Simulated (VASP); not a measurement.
**Lattice of Te2Mo across functionals and dispersion corrections**

Which functional gives the lattice of Te2Mo as experiment finds it, and is a dearer one worth its cost? The levels: LDA, PBE, r2SCAN, PBE + D3(BJ), r2SCAN + rVV10, optB86b-vdW, vdW-DF-cx and revPBE + D3(BJ). The start is a cell from a database of measured crystal structures.

Main program and level: VASP 6.6.1; LDA; plane waves and PAW (Te, Mo_sv), in the first sound run; inputs show where later runs differ.

**Measured values to reproduce.**

“MBE growth of 2H-MoTe2 and 1T'-MoTe2 on 3D substrates” (2017, arxiv:1705.00651) quotes from earlier work for MoTe2, 2H (bulk crystal, literature): lattice constant a 3.52085 Å [literature value quoted for comparison]; lattice constant c 13.9664 Å [literature value quoted for comparison].

## 1. The starting structure

Before any relaxation, the start is as follows. Symmetry: P6_3/mmc, No. 194, hexagonal system. The conventional cell has a = 3.518 Å, b = 3.518 Å, c = 13.974 Å, α = 90.00°, β = 90.00°, γ = 120.00°. Nearest to Te lie 3 Mo at 2.72 Å. Mo has 6 Te at 2.72 Å nearest. Farther neighbours and most contacts between anions are not listed.

Structure file:

```
Te Mo
1.0
     3.51820    0.00000    0.00000
    -1.75910    3.04685    0.00000
     0.00000    0.00000   13.97360
Te Mo
4 2
Direct
  0.33333 0.66667 0.62100
  0.66667 0.33333 0.12100
  0.33333 0.66667 0.87900
  0.66667 0.33333 0.37900
  0.33333 0.66667 0.25000
  0.66667 0.33333 0.75000
```

## 2. Relaxation with LDA

The start need not lie at this functional's minimum. ISIF = 3 frees volume, shape and positions, and EDIFFG sets the threshold on forces and stress at which the search stops. LDA, the lowest rung, knows the local density alone.

INCAR

```
SYSTEM = Te2Mo
PREC = Accurate
ENCUT = 520
EDIFF = 1E-06
NELM = 100
ISMEAR = -1
SIGMA = 0.05
LREAL = .FALSE.
ALGO = Normal
GGA = CA
NBANDS = 32
LASPH = .TRUE.
LORBIT = 11
LWAVE = .FALSE.
LCHARG = .FALSE.
KPAR = 4
IBRION = 2
NSW = 60
ISIF = 3
EDIFFG = -0.01
```

POSCAR

```
Te2Mo
1.0
    3.5182000000      0.0000000000      0.0000000000
   -1.7591000000      3.0468505756      0.0000000000
    0.0000000000      0.0000000000     13.9736000000
Te Mo
4 2
Direct
    0.3333333333      0.6666666667      0.6210000000
    0.6666666667      0.3333333333      0.1210000000
    0.3333333333      0.6666666667      0.8790000000
    0.6666666667      0.3333333333      0.3790000000
    0.3333333333      0.6666666667      0.2500000000
    0.6666666667      0.3333333333      0.7500000000
```

KPOINTS

```
Automatic mesh
0
Gamma
7 7 2
0 0 0
```

The projector-augmented-wave data sets are Te and Mo_sv (PBE family, release 64).

Command:

```sh
$ mpirun -np 4 vasp_std
```

The log of the run:

```text
[banner, memory and clock lines left out]
running    4 mpi-ranks, on    1 nodes
 distrk:  each k-point on    1 cores,    4 groups
 distr:  one band on    1 cores,    1 groups

 POSCAR found type information on POSCAR TeMo
 POSCAR found :  2 types and       6 ions
|                                                                             |
|               ----> ADVICE to this user running VASP <----                  |
|                                                                             |
|     You enforced a specific xc type in the INCAR file but a different       |
|     [... a line on the potential file left out ...]
|     I HOPE YOU KNOW WHAT YOU ARE DOING!                                     |
|                                                                             |

 LDA part: xc-table for (Slater(with rela. corr.)+CA(PZ))
 , standard interpolation
 POSCAR, INCAR and KPOINTS ok, starting setup
 FFT: planning ... GRIDC
 FFT: planning ... GRID_SOFT
 FFT: planning ... GRID
 WAVECAR not read
 entering main loop
       N       E                     dE             d eps       ncg     rms          rms(c)
DAV:   1     0.401859391497E+03    0.40186E+03   -0.27244E+04  1176   0.146E+03
DAV:   2    -0.193642533127E+02   -0.42122E+03   -0.41172E+03  1248   0.341E+02
DAV:   3    -0.423897719483E+02   -0.23026E+02   -0.22771E+02  1312   0.683E+01
DAV:   4    -0.429518366147E+02   -0.56206E+00   -0.56069E+00  1232   0.105E+01
DAV:   5    -0.429706012641E+02   -0.18765E-01   -0.18754E-01  1432   0.186E+00    0.233E+01
DAV:   6    -0.419712196056E+02    0.99938E+00   -0.10165E+01  1128   0.160E+01    0.894E+00
DAV:   7    -0.418207517968E+02    0.15047E+00   -0.87610E+00  1104   0.126E+01    0.662E+00
DAV:   8    -0.413552556611E+02    0.46550E+00   -0.16647E+00  1248   0.608E+00    0.314E+00
DAV:   9    -0.413503481550E+02    0.49075E-02   -0.26142E-01  1288   0.228E+00    0.118E+00
DAV:  10    -0.413429868349E+02    0.73613E-02   -0.45509E-02  1256   0.113E+00    0.310E-01
DAV:  11    -0.413430725679E+02   -0.85733E-04   -0.24604E-03  1320   0.246E-01    0.251E-01
DAV:  12    -0.413430186820E+02    0.53886E-04   -0.21695E-04  1224   0.797E-02    0.160E-01
DAV:  13    -0.413429805066E+02    0.38175E-04   -0.13606E-04  1304   0.596E-02    0.660E-02
DAV:  14    -0.413429800200E+02    0.48663E-06   -0.46830E-06  1128   0.996E-03
   1 F= -.41342980E+02 E0= -.41342965E+02  d E =-.413430E+02
 curvature:   0.00 expect dE= 0.000E+00 dE for cont linesearch  0.000E+00
 trial: gam= 0.00000 g(F)=  0.776E-02 g(S)=  0.134E+00 ort = 0.000E+00 (trialstep = 0.100E+01)
 search vector abs. value=  0.141E+00
 bond charge predicted
       N       E                     dE             d eps       ncg     rms          rms(c)
DAV:   1    -0.430871070216E+02   -0.17441E+01   -0.40628E+01  1040   0.474E+01    0.149E+01
DAV:   2    -0.418440612569E+02    0.12430E+01   -0.12616E+01  1096   0.207E+01    0.573E+00
DAV:   3    -0.413818926458E+02    0.46217E+00   -0.40344E+00  1136   0.826E+00    0.393E+00
DAV:   4    -0.413102446099E+02    0.71648E-01   -0.32315E-01  1072   0.301E+00    0.118E+00
DAV:   5    -0.412932959616E+02    0.16949E-01   -0.14579E-01  1144   0.207E+00    0.131E+00
DAV:   6    -0.412887278547E+02    0.45681E-02   -0.35044E-02  1208   0.772E-01    0.263E-01
DAV:   7    -0.412880412853E+02    0.68657E-03   -0.76083E-03  1168   0.475E-01    0.193E-01
DAV:   8    -0.412880552293E+02   -0.13944E-04   -0.29895E-04  1240   0.899E-02    0.116E-01
DAV:   9    -0.412880229748E+02    0.32254E-04   -0.16570E-04  1192   0.727E-02    0.472E-02
DAV:  10    -0.412880225369E+02    0.43794E-06   -0.10657E-05  1232   0.144E-02    0.426E-02
DAV:  11    -0.412880223061E+02    0.23077E-06   -0.42977E-07   672   0.381E-03
   2 F= -.41288022E+02 E0= -.41288002E+02  d E =0.549577E-01
[... from here on, the cycles between the ionic steps are left out ...]
   3 F= -.41369055E+02 E0= -.41369038E+02  d E =-.260747E-01
   4 F= -.41369059E+02 E0= -.41369043E+02  d E =-.260791E-01
   5 F= -.41373355E+02 E0= -.41373342E+02  d E =-.429626E-02
   6 F= -.41373571E+02 E0= -.41373558E+02  d E =-.451147E-02
   7 F= -.41374091E+02 E0= -.41374077E+02  d E =-.520370E-03
   8 F= -.41375274E+02 E0= -.41375257E+02  d E =-.170330E-02
   9 F= -.41375829E+02 E0= -.41375804E+02  d E =-.225813E-02
  10 F= -.41375926E+02 E0= -.41375903E+02  d E =-.235498E-02
 curvature:  -3.98 expect dE=-0.503E-02 dE for cont linesearch -0.512E-06
 trial: gam= 2.18609 g(F)=  0.124E-03 g(S)=  0.114E-02 ort =-0.900E-05 (trialstep = 0.337E+00)
 search vector abs. value=  0.423E-02
 bond charge predicted
       N       E                     dE             d eps       ncg     rms          rms(c)
DAV:   1    -0.413802892441E+02   -0.43628E-02   -0.93644E-02  1024   0.216E+00    0.550E-01
DAV:   2    -0.413782453289E+02    0.20439E-02   -0.44663E-02  1152   0.109E+00    0.380E-01
DAV:   3    -0.413762837023E+02    0.19616E-02   -0.10496E-02  1128   0.410E-01    0.121E-01
DAV:   4    -0.413762235310E+02    0.60171E-04   -0.64486E-04  1064   0.116E-01    0.491E-02
DAV:   5    -0.413761775572E+02    0.45974E-04   -0.20089E-04  1160   0.793E-02    0.557E-02
DAV:   6    -0.413761716535E+02    0.59037E-05   -0.41249E-05  1264   0.292E-02    0.922E-03
DAV:   7    -0.413761717075E+02   -0.53955E-07   -0.15505E-06   688   0.582E-03
  11 F= -.41376172E+02 E0= -.41376148E+02  d E =-.246151E-03
 trial-energy change:   -0.000246  1 .order   -0.000244   -0.000419   -0.000069
 step:   0.4029(harm=  0.4029)  dis= 0.00156  next Energy=   -41.376176 (dE=-0.251E-03)
 reached required accuracy - stopping structural energy minimisation
```

The job ended after 3.5 min (4 MPI ranks of Intel Xeon Platinum 8259CL at 2.50GHz (Skylake/Cascade Lake), shared host; peak memory 1.1 GiB; 12 min of CPU time).

Lines that name or quote the potential files are left out of all logs, and their timing lines are given in words.

OUTCAR, selected parts (step 2):

```text
ion  position               nearest neighbor table
   1  0.333  0.667  0.621-   6 2.72   6 2.72   6 2.72   3 3.61
   2  0.667  0.333  0.121-   5 2.72   5 2.72   5 2.72   4 3.61
   3  0.333  0.667  0.879-   6 2.72   6 2.72   6 2.72   1 3.61
   4  0.667  0.333  0.379-   5 2.72   5 2.72   5 2.72   2 3.61
   5  0.333  0.667  0.250-   2 2.72   4 2.72   2 2.72   4 2.72   2 2.72   4 2.72
   6  0.667  0.333  0.750-   1 2.72   3 2.72   1 2.72   3 2.72   1 2.72   3 2.72

  LATTYP: Found a hexagonal cell.
 ALAT       =     3.5182000000
 C/A-ratio  =     3.9718037633

 Subroutine GETGRP returns: Found 24 space group operations
 (whereof 12 operations were pure point group operations)

The static configuration has the point symmetry D_3d.
 The point group associated with its full space group is D_6h.

 Found     16 irreducible k-points:

   k-points           NKPTS =     16   k-points in BZ     NKDIM =     16   number of bands    NBANDS=     32

   dimension x,y,z NGX =    28 NGY =   28 NGZ =  108
   dimension x,y,z NGXF=    56 NGYF=   56 NGZF=  216

   ENCUT  =  520.0 eV  38.22 Ry    6.18 a.u.   6.54  6.54 25.98*2*pi/ulx,y,z

   NELECT =      52.0000    total number of electrons

 k-points in reciprocal lattice and weights: Automatic mesh
   0.00000000  0.00000000  0.00000000       0.010
   0.14285714 -0.00000000  0.00000000       0.061
   0.28571429  0.00000000  0.00000000       0.061
   0.42857143  0.00000000  0.00000000       0.061
   0.14285714  0.14285714  0.00000000       0.061
   0.28571429  0.14285714  0.00000000       0.122
   0.42857143  0.14285714  0.00000000       0.061
   0.28571429  0.28571429  0.00000000       0.061
   0.00000000  0.00000000  0.50000000       0.010
[...]
0.42857143  0.14285714  0.50000000       0.061
   0.28571429  0.28571429  0.50000000       0.061

 average (electrostatic) potential at core
       1 -85.5151       2 -85.5151       3 -85.5151       4 -85.5151       5 -72.7264
       6 -72.7264

 E-fermi :   8.7148

 k-point     1 :       0.0000    0.0000    0.0000
  band No.  band energies     occupation
    ...
     22       7.2985      2.00000
     23       7.3387      2.00000
     24       7.3387      2.00000
     25       8.1212      1.99999
     26       8.3700      1.99798
     27      11.3566      0.00000
     28      11.3566      0.00000
     29      11.5116      0.00000
     30      11.5116      0.00000
     31      11.5855      0.00000
    ...

 k-point     2 :       0.1429   -0.0000    0.0000
  band No.  band energies     occupation
    ...
     22       6.9910      2.00000
     23       7.2055      2.00000
     24       7.2443      2.00000
     25       8.0313      2.00000
     26       8.2686      1.99973
     27      10.4770      0.00000
     28      10.6399      0.00000
     29      10.6604      0.00000
     30      10.7391      0.00000
     31      10.9619      0.00000
    ...

 k-point     3 :       0.2857    0.0000    0.0000
  band No.  band energies     occupation
    ...
     22       7.0734      2.00000
     23       7.2763      2.00000
     24       7.2849      2.00000
     25       7.3042      2.00000
     26       7.4035      2.00000
     27       9.4417      0.00000
     28      10.0745      0.00000
     29      10.1106      0.00000
     30      10.4036      0.00000
     31      10.4138      0.00000
    ...

  Total       -0.0528331     -0.0528331     -0.0129490      0.0000000      0.0000000     -0.0000000
  in kB       -0.5857472     -0.5857472     -0.1435626      0.0000000      0.0000000     -0.0000000
  external PRESSURE =      -0.4383523 kB  Pullay stress =       0.0000000 kB

  energy-cutoff  :      520.00
  volume of cell :      144.51
      direct lattice vectors                 reciprocal lattice vectors
     3.479476167  0.000000000 -0.000000000     0.287399583  0.165930227  0.000000000
    -1.739738084  3.013314753  0.000000000    -0.000000000  0.331860453  0.000000000
     0.000000000 -0.000000000 13.783150401     0.000000000 -0.000000000  0.072552353

 POSITION                                       TOTAL-FORCE (eV/Angst)
 -----------------------------------------------------------------------------------
     -0.00000      2.00888      8.53696        -0.000000      0.000000     -0.000816
      1.73974      1.00444      1.64539        -0.000000     -0.000000     -0.000816
     -0.00000      2.00888     12.13776         0.000000      0.000000      0.000816
      1.73974      1.00444      5.24619        -0.000000     -0.000000      0.000816
     -0.00000      2.00888      3.44579        -0.000000      0.000000      0.000000
      1.73974      1.00444     10.33736         0.000000     -0.000000      0.000000
 -----------------------------------------------------------------------------------
    total drift:                               -0.000000      0.000000     -0.000000

  FREE ENERGIE OF THE ION-ELECTRON SYSTEM (eV)
  ---------------------------------------------------
  free  energy   TOTEN  =       -41.3761717075 eV

  energy  without entropy=      -41.3761243217  energy(sigma->0) =      -41.37614801

 reached required accuracy - stopping structural energy minimisation

 total charge
# of ion       s       p       d       tot
------------------------------------------
    1        1.394   1.984   0.068   3.446
    2        1.394   1.984   0.068   3.446
    3        1.394   1.984   0.068   3.446
    4        1.394   1.984   0.068   3.446
    5        2.263   6.151   4.045  12.459
    6        2.263   6.151   4.045  12.459
--------------------------------------------------
tot         10.101  20.240   8.362  38.704

[... 3 further parts left out ...]
```

CONTCAR:

```
Te2Mo
   1.00000000000000
     3.4794761673690968    0.0000000000000000   -0.0000000000000000
    -1.7397380836845484    3.0133147528095563    0.0000000000000000
     0.0000000000000000   -0.0000000000000000   13.7831504007815386
  Te              Mo
     4     2
Direct
     0.3333333332999970    0.6666666667000030    0.6193768463852266
     0.6666666667000030    0.3333333332999970    0.1193768463852266
     0.3333333332999970    0.6666666667000030    0.8806231536147734
     0.6666666667000030    0.3333333332999970    0.3806231536147734
     0.3333333332999970    0.6666666667000030    0.2500000000000000
     0.6666666667000030    0.3333333332999970    0.7500000000000000
```

The gap is read on the k-mesh alone, so it is an upper bound where the band edges lie off the mesh. The bonds form layers, held to each other by dispersion, which LDA lacks; its overbinding stands in for it by accident. The PAW data sets were made with PBE, though LDA sets exist; this is a small mismatch. The run keeps the 24 symmetry operations of its start, so it cannot find a distortion of lower symmetry.

Relaxation path:

```csv
step,energy less that of the first step (eV),largest force (eV/Å),pressure (GPa),volume (Å³)
1,0.0000,0.2005,-2.51,149.79
2,0.0550,0.7876,4.59,141.45
3,-0.0261,0.1340,-0.12,146.70
4,-0.0261,0.1411,-0.07,146.64
5,-0.0304,0.0617,-0.03,145.99
6,-0.0306,0.0400,-0.02,145.81
7,-0.0311,0.0319,-0.06,145.69
8,-0.0323,0.0084,-0.13,145.35
9,-0.0328,0.0391,-0.29,144.66
10,-0.0329,0.0254,-0.24,144.86
11,-0.0332,0.0008,-0.04,144.51
```

```csv
"conventional cell, symmetrised",before,after,change
a (Å),3.518,3.479,-1.1 %
b (Å),3.518,3.479,-1.1 %
c (Å),13.974,13.783,-1.4 %
volume (Å³/atom),24.96,24.09,-3.5 %
```

The atoms that moved most (Å, as changes of fractional coordinates times the final cell):

| atom | dx | dy | dz | length |
| --- | --- | --- | --- | --- |
| Te1 | 0.000 | 0.000 | -0.022 | 0.022 |
| Te3 | 0.000 | 0.000 | 0.022 | 0.022 |
| Te4 | 0.000 | 0.000 | 0.022 | 0.022 |
| Te2 | 0.000 | 0.000 | -0.022 | 0.022 |

The relaxed structure:

```xyz
6
Lattice="3.4795 0.0000 0.0000 -1.7397 3.0133 0.0000 0.0000 0.0000 13.7832" Properties=species:S:1:pos:R:3 pbc="T T T"
Te    0.0000    2.0089    8.5370
Te    1.7397    1.0044    1.6454
Te    0.0000    2.0089   12.1378
Te    1.7397    1.0044    5.2462
Mo    0.0000    2.0089    3.4458
Mo    1.7397    1.0044   10.3374
```

This step gave:

```yaml
electrons: 52
bands: 32
irreducible_k_points: 16
symmetry_operations: 24
free_energy_toten: -41.38 eV
fermi_energy: 8.715 eV
pressure: -0.04384 GPa
metallic: no
valence_top_at_k: 0, 0, 0
conduction_bottom_at_k: 0.2857, 0.1429, 0
least_direct_gap_at_k: 0.2857, 0.2857, 0
scf_cycles_over_all_ionic_steps: 90
gap_on_the_k_mesh: 0.7695 eV
least_direct_gap_on_the_k_mesh: 1.274 eV
```

It ends with a largest force of 0.001 eV/Å and a pressure of -0.04 GPa. The volume lies -3.5 % from that of the database's start, which holds the thermal and zero-point expansion of its experiment. LDA is known to overbind. The conventional cell has a = 3.479 and c = 13.783 Å.

[end of part 1 of 4]

[Lines on the potential files, build, host, timing and source positions are cut from VASP's logs without a mark.]

[Logs are printed without paths, hosts, clocks, repeated set-up lines and the standing remarks that a program may print on its own settings, such as how far it seeks lower states.]

[Hosts, paths, dates, database ids (printed as entryN), source tags and the programs' standing remarks are cut or masked in the printed files.]

[A measured line is paired with the nearest computed mode of its activity, which favours agreement.]
